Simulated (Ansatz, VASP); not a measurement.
**Cross-check of Ti (Titanium) between VASP and Ansatz**

Aim: how closely do two programs agree when they are given the same cell, functional and k mesh? The cell is taken from a series of runs on this material, whose earlier steps may have relaxed, scaled, displaced or heated it; both programs get it as it stands.

Method: plane waves, with VASP 6.6.1 beside it; zone-centre phonons at PBEsol, in Ansatz 0.2.0.

## 1. Starting point

Symmetry: P6_3/mmc, No. 194, hexagonal system. The conventional cell has a = 2.909 Å, b = 2.909 Å, c = 4.543 Å, α = 90.00°, β = 90.00°, γ = 120.00°. Ti has 12 Ti at 2.82 to 2.91 Å nearest.

Coordinates:

```xyz
2
Lattice="2.9092 0.0000 0.0000 -1.4546 2.5195 0.0000 0.0000 0.0000 4.5429" Properties=species:S:1:pos:R:3 pbc="T T T"
Ti    0.0000    1.6796    1.1357
Ti    1.4546    0.8398    3.4071
```

## 2. VASP: zone-centre phonons, PBEsol

Second derivatives magnify differences that forces hide, and they need a tight electronic threshold.

Lines of VASP's logs that name or quote its potential files are left out, and so is its time.

The input, INCAR:

```
SYSTEM = Ti
PREC = Accurate
ENCUT = 500
EDIFF = 1E-08
NELM = 120
ISMEAR = 1
SIGMA = 0.2
LREAL = .FALSE.
ALGO = Normal
GGA = PS
NBANDS = 18
LASPH = .TRUE.
LORBIT = 11
LWAVE = .FALSE.
LCHARG = .FALSE.
ISIF = 2
IBRION = 8
GGA_COMPAT = .FALSE.
KPAR = 2
```

The input, POSCAR:

```
Ti
1.0
    2.9092334517      0.0000000000      0.0000000000
   -1.4546167258      2.5194700747      0.0000000000
    0.0000000000      0.0000000000      4.5428530025
Ti
2
Direct
    0.3333330369      0.6666669631      0.2500000000
    0.6666669631      0.3333330369      0.7500000000
```

The input, KPOINTS:

```
Automatic mesh
0
Gamma
18 18 12
0 0 0
```

Potentials, in the order of the species: Ti_sv (PBE family, release 64).

Started as:

```sh
$ mpirun -np 2 vasp_std
```

Numbers of over 12 decimals in the logs are rounded to 6 here.

What it wrote:

```text
[banner, memory and clock lines left out]
running    2 mpi-ranks, on    1 nodes
 distrk:  each k-point on    1 cores,    2 groups
 distr:  one band on    1 cores,    1 groups

 POSCAR found type information on POSCAR Ti
 POSCAR found :  1 types and       2 ions
|                                                                             |
|               ----> ADVICE to this user running VASP <----                  |
|                                                                             |
|     You enforced a specific xc type in the INCAR file but a different       |
|     [... a line on the potential file left out ...]
|     I HOPE YOU KNOW WHAT YOU ARE DOING!                                     |
|                                                                             |

 LDA part: xc-table for (Slater+PW92), standard interpolation
 POSCAR, INCAR and KPOINTS ok, starting setup
 FFT: planning ... GRIDC
 FFT: planning ... GRID_SOFT
 FFT: planning ... GRID
 WAVECAR not read
 entering main loop
       N       E                     dE             d eps       ncg     rms          rms(c)
DAV:   1     0.254779788214E+03    0.25478E+03   -0.12934E+04  9324   0.164E+03
DAV:   2     0.108425192775E+02   -0.24394E+03   -0.24070E+03  9522   0.452E+02
DAV:   3    -0.177276172110E+02   -0.28570E+02   -0.28252E+02 17492   0.127E+02
DAV:   4    -0.188466621476E+02   -0.11190E+01   -0.11174E+01 10602   0.266E+01
DAV:   5    -0.189016693295E+02   -0.55007E-01   -0.54996E-01 14480   0.419E+00    0.129E+01
DAV:   6    -0.166798887625E+02    0.22218E+01   -0.79516E+00 10958   0.299E+01    0.324E+00
DAV:   7    -0.166554546905E+02    0.24434E-01   -0.88181E-01 14230   0.714E+00    0.211E+00
DAV:   8    -0.166849719758E+02   -0.29517E-01   -0.23878E-01 10836   0.593E+00    0.777E-01
DAV:   9    -0.166750815062E+02    0.98905E-02   -0.56076E-02 11016   0.253E+00    0.735E-02
DAV:  10    -0.166754991473E+02   -0.41764E-03   -0.31800E-03 13658   0.384E-01    0.980E-02
DAV:  11    -0.166755530243E+02   -0.53877E-04   -0.23975E-04 11102   0.123E-01    0.373E-02
DAV:  12    -0.166755450666E+02    0.79577E-05   -0.38464E-05 11518   0.562E-02    0.602E-03
DAV:  13    -0.166755450569E+02    0.96957E-08   -0.16156E-06 12050   0.113E-02    0.540E-04
DAV:  14    -0.166755451208E+02   -0.63911E-07   -0.18064E-07 14566   0.267E-03    0.544E-04
DAV:  15    -0.166755451550E+02   -0.34197E-07   -0.25472E-08  9824   0.116E-03    0.162E-04
DAV:  16    -0.166755451803E+02   -0.25310E-07   -0.37041E-09  5364   0.505E-04    0.808E-05
DAV:  17    -0.166755451737E+02    0.66216E-08   -0.67237E-10  5300   0.221E-04
   1 F= -.16675545E+02 E0= -.16677074E+02  d E =0.458696E-02
 Linear response reoptimize wavefunctions to high precision
DAV:   1    -0.166755451722E+02    0.14493E-08   -0.18381E-10  5376   0.896E-05
DAV:   2    -0.166755451722E+02   -0.19099E-10   -0.84723E-11  5242   0.604E-05
 Linear response DOF=           2
 Linear response progress:
  Degree of freedom:   1/  2
       N       E                     dE             d eps       ncg     rms          rms(c)
 HAMIL_LR internal error: the vector H(1)-e(1) S(1) |phi(0)> is not orthogonal t
 o |phi(0)>         260           1 -2.378170944073987E-004
 HAMIL_LR internal error: the vector H(1)-e(1) S(1) |phi(0)> is not orthogonal t
 o |phi(0)>         260           2 -2.489450529662707E-004
 HAMIL_LR internal error: the vector H(1)-e(1) S(1) |phi(0)> is not orthogonal t
 o |phi(0)>         260           9  1.240487499664069E-003
 HAMIL_LR internal error: the vector H(1)-e(1) S(1) |phi(0)> is not orthogonal t
 o |phi(0)>         260          10  7.296059445380809E-004
 HAMIL_LR internal error: the vector H(1)-e(1) S(1) |phi(0)> is not orthogonal t
 o |phi(0)>         260          11  1.949033861319144E-004
 HAMIL_LR internal error: the vector H(1)-e(1) S(1) |phi(0)> is not orthogonal t
 o |phi(0)>         261           1 -1.188785344047580E-004
 HAMIL_LR internal error: the vector H(1)-e(1) S(1) |phi(0)> is not orthogonal t
 o |phi(0)>         261           2 -1.244600103786214E-004
 HAMIL_LR internal error: the vector H(1)-e(1) S(1) |phi(0)> is not orthogonal t
 o |phi(0)>         260          13  2.462344115833903E-004
 HAMIL_LR internal error: the vector H(1)-e(1) S(1) |phi(0)> is not orthogonal t
 o |phi(0)>         260          14  1.452972921346524E-004
 HAMIL_LR internal error: the vector H(1)-e(1) S(1) |phi(0)> is not orthogonal t
 o |phi(0)>         260          15  2.316101117814939E-004
 HAMIL_LR internal error: the vector H(1)-e(1) S(1) |phi(0)> is not orthogonal t
 o |phi(0)>         260          16  2.683787588347933E-004
 HAMIL_LR internal error: the vector H(1)-e(1) S(1) |phi(0)> is not orthogonal t
 o |phi(0)>         260          18  2.800486643511485E-004
 HAMIL_LR internal error: the vector H(1)-e(1) S(1) |phi(0)> is not orthogonal t
[...]
HAMIL_LR internal error: the vector H(1)-e(1) S(1) |phi(0)> is not orthogonal t
 o |phi(0)>         361          10 -2.562111626631391E-004
 HAMIL_LR internal error: the vector H(1)-e(1) S(1) |phi(0)> is not orthogonal t
 o |phi(0)>         366          14 -1.439029096635958E-004
 HAMIL_LR internal error: the vector H(1)-e(1) S(1) |phi(0)> is not orthogonal t
 o |phi(0)>         366          16 -1.173720649497167E-004
[...]
HAMIL_LR internal error: the vector H(1)-e(1) S(1) |phi(0)> is not orthogonal t
 o |phi(0)>         384          15  1.118508110762306E-004
 HAMIL_LR internal error: the vector H(1)-e(1) S(1) |phi(0)> is not orthogonal t
 o |phi(0)>         384          16 -1.137682549010310E-004
 HAMIL_LR internal error: the vector H(1)-e(1) S(1) |phi(0)> is not orthogonal t
 o |phi(0)>         379          18 -1.448138315816028E-004
 HAMIL_LR internal error: the vector H(1)-e(1) S(1) |phi(0)> is not orthogonal t
 o |phi(0)>         386          13  1.684063853333306E-004
 HAMIL_LR internal error: the vector H(1)-e(1) S(1) |phi(0)> is not orthogonal t
 o |phi(0)>         386          16 -1.384354873424365E-004
 HAMIL_LR internal error: the vector H(1)-e(1) S(1) |phi(0)> is not orthogonal t
 o |phi(0)>         386          17 -1.746550905430411E-004
 HAMIL_LR internal error: the vector H(1)-e(1) S(1) |phi(0)> is not orthogonal t
 o |phi(0)>         381          13  2.354024038670466E-004
 HAMIL_LR internal error: the vector H(1)-e(1) S(1) |phi(0)> is not orthogonal t
 o |phi(0)>         381          15 -1.587056855812952E-004
 HAMIL_LR internal error: the vector H(1)-e(1) S(1) |phi(0)> is not orthogonal t
 o |phi(0)>         381          18  1.239726225353566E-004
 HAMIL_LR internal error: the vector H(1)-e(1) S(1) |phi(0)> is not orthogonal t
 o |phi(0)>         388           9  2.361573082141494E-004
 HAMIL_LR internal error: the vector H(1)-e(1) S(1) |phi(0)> is not orthogonal t
 o |phi(0)>         388          10 -2.663552758321655E-004
 HAMIL_LR internal error: the vector H(1)-e(1) S(1) |phi(0)> is not orthogonal t
 o |phi(0)>         383           9  1.618517471163681E-004
 HAMIL_LR internal error: the vector H(1)-e(1) S(1) |phi(0)> is not orthogonal t
 o |phi(0)>         383          10 -1.925098153135879E-004
 HAMIL_LR internal error: the vector H(1)-e(1) S(1) |phi(0)> is not orthogonal t
 o |phi(0)>         388          15  1.183077563811086E-004
 HAMIL_LR internal error: the vector H(1)-e(1) S(1) |phi(0)> is not orthogonal t
 o |phi(0)>         388          17 -2.163900010812014E-004
 HAMIL_LR internal error: the vector H(1)-e(1) S(1) |phi(0)> is not orthogonal t
 o |phi(0)>         385           9  1.290420218403657E-004
 HAMIL_LR internal error: the vector H(1)-e(1) S(1) |phi(0)> is not orthogonal t
 o |phi(0)>         385          10 -1.486742092599996E-004
 HAMIL_LR internal error: the vector H(1)-e(1) S(1) |phi(0)> is not orthogonal t
 o |phi(0)>         390          13  2.571370359475411E-004
 HAMIL_LR internal error: the vector H(1)-e(1) S(1) |phi(0)> is not orthogonal t
 o |phi(0)>         390          14 -1.907672492907908E-004
 HAMIL_LR internal error: the vector H(1)-e(1) S(1) |phi(0)> is not orthogonal t
 o |phi(0)>         390          16 -1.346417213789475E-004
 HAMIL_LR internal error: the vector H(1)-e(1) S(1) |phi(0)> is not orthogonal t
 o |phi(0)>         390          17 -1.442525791383042E-004
 HAMIL_LR internal error: the vector H(1)-e(1) S(1) |phi(0)> is not orthogonal t
 o |phi(0)>         385          16 -1.414686763606676E-004
 HAMIL_LR internal error: the vector H(1)-e(1) S(1) |phi(0)> is not orthogonal t
 o |phi(0)>         385          17 -2.103462214620988E-004
 HAMIL_LR internal error: the vector H(1)-e(1) S(1) |phi(0)> is not orthogonal t
 o |phi(0)>         392           9  2.048990862682162E-004
 HAMIL_LR internal error: the vector H(1)-e(1) S(1) |phi(0)> is not orthogonal t
 o |phi(0)>         392          10 -2.200373137919917E-004
 HAMIL_LR internal error: the vector H(1)-e(1) S(1) |phi(0)> is not orthogonal t
 o |phi(0)>         392          11  1.012856869314765E-004
 HAMIL_LR internal error: the vector H(1)-e(1) S(1) |phi(0)> is not orthogonal t
 o |phi(0)>         392          15  1.066280455541690E-004
 HAMIL_LR internal error: the vector H(1)-e(1) S(1) |phi(0)> is not orthogonal t
 o |phi(0)>         392          16 -1.054254199223115E-004
 HAMIL_LR internal error: the vector H(1)-e(1) S(1) |phi(0)> is not orthogonal t
 o |phi(0)>         387          13  3.603946678044367E-004
 HAMIL_LR internal error: the vector H(1)-e(1) S(1) |phi(0)> is not orthogonal t
 o |phi(0)>         387          14 -2.168030189718395E-004
 HAMIL_LR internal error: the vector H(1)-e(1) S(1) |phi(0)> is not orthogonal t
 o |phi(0)>         387          17 -1.552461380118775E-004
 HAMIL_LR internal error: the vector H(1)-e(1) S(1) |phi(0)> is not orthogonal t
 o |phi(0)>         387          18  1.020599629255742E-004
 HAMIL_LR internal error: the vector H(1)-e(1) S(1) |phi(0)> is not orthogonal t
 o |phi(0)>         394          11  1.055053815666729E-004
 HAMIL_LR internal error: the vector H(1)-e(1) S(1) |phi(0)> is not orthogonal t
 o |phi(0)>         394          12  1.125927460459974E-004
 HAMIL_LR internal error: the vector H(1)-e(1) S(1) |phi(0)> is not orthogonal t
 o |phi(0)>         389           9  1.744137771344488E-004
 HAMIL_LR internal error: the vector H(1)-e(1) S(1) |phi(0)> is not orthogonal t
 o |phi(0)>         389          10 -1.972518738008189E-004
 HAMIL_LR internal error: the vector H(1)-e(1) S(1) |phi(0)> is not orthogonal t
 o |phi(0)>         389          15  1.057867697031867E-004
 HAMIL_LR internal error: the vector H(1)-e(1) S(1) |phi(0)> is not orthogonal t
 o |phi(0)>         389          16 -1.321799147576130E-004
 HAMIL_LR internal error: the vector H(1)-e(1) S(1) |phi(0)> is not orthogonal t
 o |phi(0)>         389          17 -1.742484780737907E-004
 HAMIL_LR internal error: the vector H(1)-e(1) S(1) |phi(0)> is not orthogonal t
 o |phi(0)>         391          13  4.147892832573608E-004
 HAMIL_LR internal error: the vector H(1)-e(1) S(1) |phi(0)> is not orthogonal t
 o |phi(0)>         391          14 -2.793869960745904E-004
 HAMIL_LR internal error: the vector H(1)-e(1) S(1) |phi(0)> is not orthogonal t
 o |phi(0)>         391          17 -1.779631157728945E-004
 HAMIL_LR internal error: the vector H(1)-e(1) S(1) |phi(0)> is not orthogonal t
 o |phi(0)>         393          12  3.024695865215254E-004
 HAMIL_LR internal error: the vector H(1)-e(1) S(1) |phi(0)> is not orthogonal t
 o |phi(0)>         393          14 -1.954967666391028E-004
 HAMIL_LR internal error: the vector H(1)-e(1) S(1) |phi(0)> is not orthogonal t
 o |phi(0)>         393          16 -1.091547657733338E-004
RMM:  20    -0.634231627552E+00   -0.38604E-07   -0.35839E-06 36878   0.578E-04    0.634E-05
 first order change of Fermi-energy  -0.24178E-03
 force on displaced ion       1 direction 3 :   0.000  -0.000  -3.718
 Linear response finished
```

Parts of OUTCAR (step 2):

```text
ion  position               nearest neighbor table
   1  0.333  0.667  0.250-   2 2.82   2 2.82   2 2.82   2 2.82   2 2.82   2 2.82
   2  0.667  0.333  0.750-   1 2.82   1 2.82   1 2.82   1 2.82   1 2.82   1 2.82

  LATTYP: Found a hexagonal cell.
 ALAT       =     2.9092334517
 C/A-ratio  =     1.5615292062

 Subroutine GETGRP returns: Found 24 space group operations
 (whereof 12 operations were pure point group operations)

The static configuration has the point symmetry D_3d.
 The point group associated with its full space group is D_6h.

 Found    259 irreducible k-points:

   k-points           NKPTS =    259   k-points in BZ     NKDIM =    259   number of bands    NBANDS=     18

   dimension x,y,z NGX =    24 NGY =   24 NGZ =   36
   dimension x,y,z NGXF=    48 NGYF=   48 NGZF=   72

   ENCUT  =  500.0 eV  36.75 Ry    6.06 a.u.   5.30  5.30  8.28*2*pi/ulx,y,z

   NELECT =      24.0000    total number of electrons

 k-points in reciprocal lattice and weights: Automatic mesh
   0.00000000  0.00000000  0.00000000       0.000
   0.05555556  0.00000000  0.00000000       0.002
   0.11111111  0.00000000  0.00000000       0.002
   0.16666667  0.00000000  0.00000000       0.002
   0.22222222 -0.00000000  0.00000000       0.002
   0.27777778  0.00000000  0.00000000       0.002
   0.33333333  0.00000000  0.00000000       0.002
   0.38888889  0.00000000  0.00000000       0.002
   0.44444444 -0.00000000  0.00000000       0.002
[...]
0.33333333  0.27777778  0.50000000       0.003
   0.33333333  0.33333333  0.50000000       0.001

 average (electrostatic) potential at core
       1 -71.7626       2 -71.7626

  Total       -0.0666891     -0.0666891      0.2541508     -0.0000000     -0.0000000      0.0000000
  in kB       -3.2088450     -3.2088450     12.2288490     -0.0000000     -0.0000000      0.0000000
  external PRESSURE =       1.9370530 kB  Pullay stress =       0.0000000 kB

  energy-cutoff  :      500.00
  volume of cell :       33.30
      direct lattice vectors                 reciprocal lattice vectors
     2.909233452  0.000000000  0.000000000     0.343733157  0.198454431  0.000000000
    -1.454616726  2.519470075  0.000000000     0.000000000  0.396908862  0.000000000
     0.000000000  0.000000000  4.542853003     0.000000000  0.000000000  0.220125987

 POSITION                                       TOTAL-FORCE (eV/Angst)
 -----------------------------------------------------------------------------------
     -0.00000      1.67965      1.13571         0.000000     -0.000000      0.000000
      1.45462      0.83982      3.40714        -0.000000      0.000000      0.000000
 -----------------------------------------------------------------------------------
    total drift:                               -0.000811      0.000468     -0.000019

 Eigenvectors and eigenvalues of the dynamical matrix
 ----------------------------------------------------

   1 f  =    6.161144 THz    38.711607 2PiTHz  205.513631 cm-1    25.480431 meV
             X         Y         Z           dx          dy          dz
     -0.000001  1.679647  1.135713    -0.000000    0.000000   -0.707107
      1.454618  0.839823  3.407140     0.000000    0.000000    0.707107

   2 f  =    3.871677 THz    24.326464 2PiTHz  129.145244 cm-1    16.011962 meV
             X         Y         Z           dx          dy          dz
     -0.000001  1.679647  1.135713     0.553998    0.439416   -0.000000
      1.454618  0.839823  3.407140    -0.553998   -0.439416    0.000000

   3 f  =    3.871677 THz    24.326464 2PiTHz  129.145244 cm-1    16.011962 meV
             X         Y         Z           dx          dy          dz
     -0.000001  1.679647  1.135713     0.439416   -0.553998   -0.000000
      1.454618  0.839823  3.407140    -0.439416    0.553998    0.000000

   4 f  =    0.000000 THz     0.000000 2PiTHz    0.000001 cm-1     0.000000 meV
             X         Y         Z           dx          dy          dz
     -0.000001  1.679647  1.135713    -0.241989    0.664410   -0.000000
      1.454618  0.839823  3.407140    -0.241989    0.664410    0.000000

   5 f  =    0.000000 THz     0.000000 2PiTHz    0.000001 cm-1     0.000000 meV
             X         Y         Z           dx          dy          dz
     -0.000001  1.679647  1.135713    -0.664410   -0.241989   -0.000000
      1.454618  0.839823  3.407140    -0.664410   -0.241989    0.000000

   6 f  =    0.000000 THz     0.000000 2PiTHz    0.000000 cm-1     0.000000 meV
             X         Y         Z           dx          dy          dz
     -0.000001  1.679647  1.135713     0.000000    0.000000    0.707107
      1.454618  0.839823  3.407140    -0.000000    0.000000    0.707107

 ELASTIC MODULI CONTR FROM IONIC RELAXATION (kBar)
 Direction    XX          YY          ZZ          XY          YZ          ZX
 --------------------------------------------------------------------------------
 XX        -194.2585    194.2585      0.0000     -0.0000     -0.0000     -0.0000
 YY         194.2585   -194.2585     -0.0000     -0.0000      0.0000      0.0000
 ZZ           0.0000     -0.0000     -0.0000      0.0000      0.0000      0.0000
 XY          -0.0000     -0.0000      0.0000   -194.2585     -0.0000     -0.0000
 YZ          -0.0000      0.0000      0.0000     -0.0000     -0.0000     -0.0000
 ZX          -0.0000      0.0000      0.0000     -0.0000     -0.0000     -0.0000
 --------------------------------------------------------------------------------
```

(Continued in part 2 of 2.)

[Lines on the potential files, build, host, timing and source positions are cut from VASP's logs without a mark.]

[Logs are printed without paths, hosts, clocks, repeated set-up lines and the standing remarks that a program may print on its own settings, such as how far it seeks lower states.]

[Hosts, paths, dates, database ids (printed as entryN), source tags and the programs' standing remarks are cut or masked in the printed files.]
